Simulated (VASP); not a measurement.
Data:

```
MnO2
1.0
    4.37621     0.00000     0.00000
    0.00000     4.37621     0.00000
    0.00000     0.00000     2.86403
Mn O
2 4
Direct
  0.00000   0.00000   0.00000
  0.50000   0.50000   0.50000
  0.30467   0.30467   0.00000
  0.80467   0.19533   0.50000
  0.19533   0.80467   0.50000
  0.69533   0.69533   0.00000
```
Starting moments (μB, in the order of the record's atoms Mn Mn O O O O): 2.7 -2.7 0.0 0.0 0.0 0.0.

Computed with r2SCAN+rVV10, VASP's PBE PAW potentials (set 64) (plane waves; VASP). Numerical set-up: 520 eV cut-off, 6×6×9 Γ-centred mesh, tetrahedra with Blöchl corrections, potentials Mn_pv O.

### Question
Give the spin-up energies of bands 16 to 29 at the high-symmetry points, in eV from the valence-band maximum.

### Answer

```tsv
band	Γ	Y	C0	Z	A0	T	S	R
16	-3.93	-4.04	-4.04	-4.84	-4.89	-4.89	-4.75	-4.98
17	-3.84	-3.89	-3.89	-4.57	-4.54	-4.54	-4.41	-4.05
18	-3.41	-2.87	-2.87	-4.40	-3.98	-3.98	-4.02	-3.88
19	-2.90	-2.84	-2.84	-4.02	-3.72	-3.72	-4.00	-3.79
20	-2.78	-2.81	-2.81	-3.29	-2.70	-2.70	-2.70	-3.73
21	-1.98	-2.48	-2.48	-2.96	-2.32	-2.32	-2.31	-2.72
22	-1.49	-2.38	-2.38	-2.68	-2.04	-2.04	-1.53	-1.88
23	-0.96	-1.91	-1.91	-2.32	-1.30	-1.30	-1.39	-1.78
24	-0.88	-1.87	-1.87	-1.06	-0.77	-0.77	-1.29	-1.52
25	-0.29	0.00	0.00	-0.27	-0.75	-0.75	-0.83	-1.27
26	0.34	0.32	0.32	1.89	1.80	1.80	1.66	1.16
27	1.08	1.07	1.07	2.01	2.10	2.10	2.01	1.58
28	1.79	2.78	2.78	2.14	2.25	2.25	2.63	2.08
29	2.76	2.98	2.98	2.22	2.35	2.35	2.79	2.21
```

### Question
Give the spin-down energies of bands 16 to 29 at the high-symmetry points, in eV from the valence-band maximum.

### Answer

| band | Γ | Y | C0 | Z | A0 | T | S | R |
|---|---|---|---|---|---|---|---|---|
| 16 | -3.93 | -4.04 | -4.04 | -4.84 | -4.89 | -4.89 | -4.75 | -4.98 |
| 17 | -3.84 | -3.89 | -3.89 | -4.57 | -4.54 | -4.54 | -4.41 | -4.05 |
| 18 | -3.41 | -2.87 | -2.87 | -4.40 | -3.98 | -3.98 | -4.02 | -3.88 |
| 19 | -2.90 | -2.84 | -2.84 | -4.02 | -3.72 | -3.72 | -4.00 | -3.79 |
| 20 | -2.78 | -2.81 | -2.81 | -3.29 | -2.70 | -2.70 | -2.70 | -3.73 |
| 21 | -1.98 | -2.48 | -2.48 | -2.96 | -2.32 | -2.32 | -2.31 | -2.72 |
| 22 | -1.49 | -2.38 | -2.38 | -2.68 | -2.04 | -2.04 | -1.53 | -1.88 |
| 23 | -0.96 | -1.91 | -1.91 | -2.32 | -1.30 | -1.30 | -1.39 | -1.78 |
| 24 | -0.88 | -1.87 | -1.87 | -1.06 | -0.77 | -0.77 | -1.29 | -1.52 |
| 25 | -0.29 | 0.00 | 0.00 | -0.27 | -0.75 | -0.75 | -0.83 | -1.27 |
| 26 | 0.34 | 0.32 | 0.32 | 1.89 | 1.80 | 1.80 | 1.66 | 1.16 |
| 27 | 1.08 | 1.07 | 1.07 | 2.01 | 2.10 | 2.10 | 2.01 | 1.58 |
| 28 | 1.79 | 2.78 | 2.78 | 2.14 | 2.25 | 2.25 | 2.63 | 2.08 |
| 29 | 2.76 | 2.98 | 2.98 | 2.22 | 2.35 | 2.35 | 2.79 | 2.21 |

The gap is direct, 0.32 eV, from the valence maximum at Y to the conduction minimum at Y.

The compound is MnO2 in the rutile structure. It was relaxed first.
